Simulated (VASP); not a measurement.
# Fe2O3 (Hematite): input slips in a relaxation and what they do, part 3 of 3

Aim: see how common mistakes in a VASP relaxation show up, on Fe2O3 (Hematite). The starting structure is a measured crystal structure from the Crystallography Open Database. The first relaxation on each setting starts from this cell expanded by 3 % in volume.

VASP 6.6.1.

Results so far: reference 9.55 Å³ an atom; the cell held fixed (ISIF = 2) 10.39 Å³ an atom.

### 7. Relaxation with spin polarisation switched off

Level of this step: PBEsol, no spin polarisation; plane waves and PAW (Fe, O) (VASP).

A slip made on purpose: spin polarisation switched off. Against step 2 the input has no ISPIN and no MAGMOM (also changed: NBANDS and LMAXMIX). This run starts from the cell of an earlier relaxation, which isn't shown; the restart sets up the plane waves anew.

Input file INCAR:

```
SYSTEM = Fe2O3
PREC = Accurate
ENCUT = 520
EDIFF = 1E-06
NELM = 100
ISMEAR = 0
SIGMA = 0.03
LREAL = .FALSE.
ALGO = Normal
GGA = PS
NBANDS = 44
LASPH = .TRUE.
LORBIT = 11
LWAVE = .FALSE.
LCHARG = .FALSE.
KPAR = 16
IBRION = 2
NSW = 50
ISIF = 3
EDIFFG = -0.006
```

Input file POSCAR:

```
Fe2O3
1.0
    2.3343769850      1.3477531807      4.4471714152
   -2.3343769850      1.3477531807      4.4471714152
    0.0000000000     -2.6955063613      4.4471714152
Fe O
4 6
Direct
    0.3465216331      0.3465216331      0.3465216331
    0.1534783669      0.1534783669      0.1534783669
    0.6534783669      0.6534783669      0.6534783669
    0.8465216331      0.8465216331      0.8465216331
    0.5654603848      0.2500000000      0.9345396152
    0.2500000000      0.9345396152      0.5654603848
    0.9345396152      0.5654603848      0.2500000000
    0.4345396152      0.7500000000      0.0654603848
    0.7500000000      0.0654603848      0.4345396152
    0.0654603848      0.4345396152      0.7500000000
```

Input file KPOINTS:

```
Automatic mesh
0
Gamma
6 6 6
0 0 0
```

Potentials, in the order of the species: Fe and O (PBE family, release 64).

The run is started by

```
> mpirun -np 16 vasp_std
```

The log of the run:

```text
[... set-up lines as in an earlier step ...]
 entering main loop
       N       E                     dE             d eps       ncg     rms          rms(c)
DAV:   1     0.834379304895E+03    0.83438E+03   -0.31837E+04  2816   0.191E+03
DAV:   2     0.538400931995E+02   -0.78054E+03   -0.72802E+03  2908   0.485E+02
DAV:   3    -0.866356869050E+02   -0.14048E+03   -0.13134E+03  3528   0.227E+02
DAV:   4    -0.963096000968E+02   -0.96739E+01   -0.92673E+01  3324   0.594E+01
[...]
DAV:  14    -0.792084856409E+02    0.83576E-05   -0.51035E-05  2844   0.122E-01    0.167E-02
DAV:  15    -0.792084835567E+02    0.20842E-05   -0.58900E-06  2940   0.349E-02    0.210E-03
DAV:  16    -0.792084836503E+02   -0.93562E-07   -0.94388E-07  1424   0.919E-03
   1 F= -.79208484E+02 E0= -.79205760E+02  d E =-.792085E+02
[...]
N       E                     dE             d eps       ncg     rms          rms(c)
DAV:   1    -0.792099619015E+02   -0.14783E-02   -0.45756E-02  3584   0.185E+00    0.327E-01
[...]
DAV:   5    -0.792084491331E+02    0.82668E-05   -0.59961E-05  2952   0.471E-02    0.955E-03
DAV:   6    -0.792084473636E+02    0.17695E-05   -0.73608E-06  3312   0.262E-02    0.469E-03
DAV:   7    -0.792084472017E+02    0.16185E-06   -0.27120E-07  1408   0.659E-03
   2 F= -.79208447E+02 E0= -.79205704E+02  d E =0.364485E-04
 trial-energy change:    0.000036  1 .order    0.000034   -0.000289    0.000358
 step:   0.4472(harm=  0.4472)  dis= 0.00011  next Energy=   -79.208548 (dE=-0.647E-04)
[...]
N       E                     dE             d eps       ncg     rms          rms(c)
DAV:   1    -0.792090045498E+02   -0.55719E-03   -0.13948E-02  3584   0.102E+00    0.181E-01
DAV:   2    -0.792085987357E+02    0.40581E-03   -0.12502E-03  3592   0.334E-01    0.753E-02
DAV:   3    -0.792085791017E+02    0.19634E-04   -0.29805E-04  4432   0.170E-01    0.583E-02
DAV:   4    -0.792085487202E+02    0.30382E-04   -0.58925E-05  3940   0.136E-01    0.189E-02
DAV:   5    -0.792085475103E+02    0.12099E-05   -0.18054E-05  2952   0.259E-02    0.524E-03
DAV:   6    -0.792085472907E+02    0.21962E-06   -0.14672E-06  1408   0.145E-02
   3 F= -.79208547E+02 E0= -.79205815E+02  d E =-.636404E-04
[...]
reached required accuracy - stopping structural energy minimisation
```

Wall time 22 s (16 MPI ranks of Intel Xeon 6975P-C (Granite Rapids), shared host); peak memory 5.3 GiB.

OUTCAR, selected parts (step 7):

```text
  Total       -0.0106745     -0.0106745     -0.0528727     -0.0000000     -0.0000000      0.0000000
  in kB       -0.2035413     -0.2035413     -1.0081765     -0.0000000     -0.0000000      0.0000000
  external PRESSURE =      -0.4717530 kB  Pullay stress =       0.0000000 kB

 POSITION                                       TOTAL-FORCE (eV/Angst)
 -----------------------------------------------------------------------------------
      0.00000      0.00000      4.62408        -0.000000     -0.000000     -0.002367
      0.00000      0.00000      2.04822        -0.000000      0.000000      0.002367
      0.00000      0.00000      8.72052        -0.000000      0.000000      0.002367
      0.00000      0.00000     11.29638        -0.000000     -0.000000     -0.002367
      0.73664     -1.42050      7.78435        -0.000683     -0.001183     -0.000000
     -1.59851      0.07230      7.78435        -0.000683      0.001183      0.000000
      0.86187      1.34820      7.78435         0.001366      0.000000     -0.000000
     -0.73664      1.42050      5.56025         0.000683      0.001183      0.000000
      1.59851     -0.07230      5.56025         0.000683     -0.001183     -0.000000
     -0.86187     -1.34820      5.56025        -0.001366      0.000000     -0.000000
 -----------------------------------------------------------------------------------
    total drift:                               -0.000000     -0.000000     -0.000000

  FREE ENERGIE OF THE ION-ELECTRON SYSTEM (eV)
  ---------------------------------------------------
  free  energy   TOTEN  =       -79.2085472907 eV

  energy  without entropy=      -79.2030831562  energy(sigma->0) =      -79.20581522

[... 1 part as in an earlier step ...]

[... 3 further parts left out ...]
[key lines of the parts left out:]
E-fermi :   5.7859
```

With spin polarisation switched off the cell ends at 8.402 Å³ an atom, -12.00 % from the reference, with the moments of the reference lost.

### 8. The runs compared

| run | ended | volume (Å³/atom) | change (%) | pressure left (GPa) | core minutes |
| --- | --- | --- | --- | --- | --- |
| reference | converged | 9.549 | - | -0.05 | 55.0 |
| the cell held fixed (ISIF = 2) | converged | 10.393 | 8.85 | -13.59 | 26.1 |
| too few ionic steps | not converged | - | - | - | 14.9 |
| only the volume free (ISIF = 7) | not converged | - | - | - | 92.6 |
| a functional's name that the tag doesn't take | stopped by VASP | - | - | - | 2.29 |
| spin polarisation switched off | converged | 8.402 | -12.0 | -0.05 | 39.2 |

Core minutes are wall time times ranks, summed over the relaxations behind a row (those for a bulk modulus apart), on shared hosts.

### 9. What came out

- volume of the reference: 9.549 Å³/atom
- volume against the reference, the cell held fixed (ISIF = 2): +8.85 %
- volume against the reference, spin polarisation switched off: -12.00 %
- run with too few ionic steps: not converged
- run with only the volume free (ISIF = 7): not converged
- run with a functional's name that the tag doesn't take: stopped by VASP

What this shows: VASP stopped by itself in the run with a functional's name that the tag doesn't take. The runs with too few ionic steps and only the volume free (ISIF = 7) didn't converge. Finished, but with signs in the output that stand out against the reference: the cell held fixed (ISIF = 2), with the volume kept at the input's, +8.8 % from the reference (signs: a stress of up to 14.7 GPa); spin polarisation switched off, with the volume changed by -12.0 %, with the moments of the reference lost (signs: no moments, where the reference has up to 3.35 μB and -37.9 GPa at the first ionic step (of the first relaxations, not shown; reference: -14.0 GPa)). The reference was restarted once and some of the runs with a slip weren't, so their cells may not have settled fully. Further runs on this material are not shown.

[Lines on the potential files, build, host, timing and source positions are cut from VASP's logs without a mark.]

[Logs are printed without paths, hosts, clocks, repeated set-up lines and the standing remarks that a program may print on its own settings, such as how far it seeks lower states.]

[Hosts, paths, dates, database ids (printed as entryN), source tags and the programs' standing remarks are cut or masked in the printed files.]
